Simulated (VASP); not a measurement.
Calculation: LDA (Ceperley-Alder, Perdew-Zunger), VASP's LDA PAW potentials (set 64) (plane waves; VASP 6.6.1).

Input for VASP

**POSCAR**
```
AgAu3
1
    4.1216300000     0.0000000000     0.0000000000
    0.0000000000     4.1216300000     0.0000000000
    0.0000000000     0.0000000000     4.1216300000
Ag Au
1 3
Direct
  0.5000000000   0.5000000000   0.5000000000
  0.5000000000   0.0000000000   0.0000000000
  0.0000000000   0.5000000000   0.0000000000
  0.0000000000   0.0000000000   0.5000000000
```

### KPOINTS
```
Automatic mesh
0
Gamma
6 6 6
0 0 0
```

**INCAR**
```
# general
SYSTEM   =  AgAu3
PREC     =  Accurate
ENCUT    =  300
LREAL    =  .FALSE.
LASPH    =  .TRUE.

# electronic loop
EDIFF    =  1E-6
NELM     =  100
ALGO     =  Normal
LMAXMIX  =  6

# smearing
ISMEAR   =  -1
SIGMA    =  0.1

# ions
ISIF     =  2

# output
LWAVE    =  .FALSE.
LCHARG   =  .FALSE.
```

POTCAR, in this order: Ag Au (LDA.64 set). Program: vasp_std.

What VASP printed:

OSZICAR:
```
       N       E                     dE             d eps       ncg     rms          rms(c)
DAV:   1     0.199407892928E+03    0.19941E+03   -0.17000E+04  1040   0.107E+03
DAV:   2    -0.129562162571E+02   -0.21236E+03   -0.20561E+03  1184   0.271E+02
DAV:   3    -0.184591044901E+02   -0.55029E+01   -0.54346E+01  1130   0.428E+01
DAV:   4    -0.185088051361E+02   -0.49701E-01   -0.49654E-01  1120   0.415E+00
DAV:   5    -0.185093371670E+02   -0.53203E-03   -0.53192E-03  1114   0.430E-01    0.154E+01
DAV:   6    -0.172823579780E+02    0.12270E+01   -0.37837E+00  1070   0.145E+01    0.985E+00
DAV:   7    -0.172153099848E+02    0.67048E-01   -0.19712E-01  1088   0.443E+00    0.490E+00
DAV:   8    -0.172030809528E+02    0.12229E-01   -0.38103E-02  1094   0.296E+00    0.635E-01
DAV:   9    -0.172010918143E+02    0.19891E-02   -0.64317E-03  1110   0.141E+00    0.120E-01
DAV:  10    -0.172011314800E+02   -0.39666E-04   -0.77437E-04  1082   0.252E-01    0.288E-02
DAV:  11    -0.172011226083E+02    0.88717E-05   -0.64698E-05  1086   0.122E-01    0.253E-02
DAV:  12    -0.172011228677E+02   -0.25935E-06   -0.27192E-06   830   0.229E-02
   1 F= -.17201123E+02 E0= -.17175623E+02  d E =-.509991E-01
```

### OUTCAR
```
------------------------ aborting loop because EDIFF is reached ----------------------------------------
  FORCE on cell =-STRESS in cart. coord.  units (eV):
  Direction    XX          YY          ZZ          XY          YZ          ZX
  --------------------------------------------------------------------------------------
  Total       -4.3519546     -4.3519546     -4.3519546     -0.0000000     -0.0000000      0.0000000
  in kB      -99.5836260    -99.5836260    -99.5836260     -0.0000000     -0.0000000      0.0000000
  external PRESSURE =     -99.5836260 kB  Pullay stress =       0.0000000 kB
  volume of cell :       70.02
      direct lattice vectors                 reciprocal lattice vectors
     4.121630000  0.000000000  0.000000000     0.242622458  0.000000000  0.000000000
     0.000000000  4.121630000  0.000000000     0.000000000  0.242622458  0.000000000
     0.000000000  0.000000000  4.121630000     0.000000000  0.000000000  0.242622458
 POSITION                                       TOTAL-FORCE (eV/Angst)
 -----------------------------------------------------------------------------------
      2.06081      2.06081      2.06081         0.000000      0.000000      0.000000
      2.06081      0.00000      0.00000         0.000000      0.000000      0.000000
      0.00000      2.06081      0.00000         0.000000      0.000000      0.000000
      0.00000      0.00000      2.06081         0.000000      0.000000      0.000000
 -----------------------------------------------------------------------------------
    total drift:                                0.000000      0.000000     -0.000000
  FREE ENERGIE OF THE ION-ELECTRON SYSTEM (eV)
  ---------------------------------------------------
  free  energy   TOTEN  =       -17.2011228677 eV

  energy  without entropy=      -17.1501237305  energy(sigma->0) =      -17.17562330
```
(Selected blocks of OUTCAR.)

**OUTCAR**
```
 val. band max:        8.4956557220   @ k =   0.3333   0.3333   0.1667

 cond. band min:       8.6141001096   @ k =   0.3333   0.3333   0.1667


 Fermi energy:         8.5065175952

 k-point     1 :       0.0000    0.0000    0.0000
  band No.  band energies     occupation
      1      -0.6330      2.00000
      2       1.8830      2.00000
      3       1.9203      2.00000
      4       1.9203      2.00000
      5       2.1508      2.00000
      6       2.1508      2.00000
      7       2.1508      2.00000
      8       3.9817      2.00000
      9       3.9817      2.00000
     10       3.9817      2.00000
     11       5.2728      2.00000
     12       5.2728      2.00000
     13       6.2706      2.00000
     14       6.2706      2.00000
     15       6.4057      2.00000
     16       6.4057      2.00000
     17       6.4057      2.00000
     18       6.5807      2.00000
     19       6.9152      2.00000
     20       6.9152      2.00000
     21       6.9152      2.00000
     22       9.7365      0.00001
     23       9.7365      0.00001
     24       9.7365      0.00001
     25      13.8260      0.00000
     26      13.8260      0.00000

 k-point     2 :       0.1667    0.0000    0.0000
  band No.  band energies     occupation
      1      -0.3284      2.00000
      2       2.0118      2.00000
      3       2.0772      2.00000
      4       2.1173      2.00000
      5       2.2565      2.00000
      6       2.3140      2.00000
      7       2.3140      2.00000
      8       3.8399      2.00000
      9       4.1082      2.00000
     10       4.1082      2.00000
     11       5.1274      2.00000
     12       5.3274      2.00000
     13       5.8389      2.00000
     14       5.8389      2.00000
     15       6.0504      2.00000
     16       6.1631      2.00000
     17       6.4033      2.00000
     18       6.4082      2.00000
     19       6.4595      2.00000
     20       6.4595      2.00000
     21       6.9154      2.00000
     22       8.0431      1.98075
...
```

At this cut-off the stress carries a Pulay error, which pulls relaxed volumes low. Unless said otherwise, spin-orbit coupling is left out, though it shifts the bands of the heavy elements here.

The structure comes from a computed database's AgAu3 entry (Pm-3m); how it stands against other phases isn't given here. The cell was not relaxed at this level.
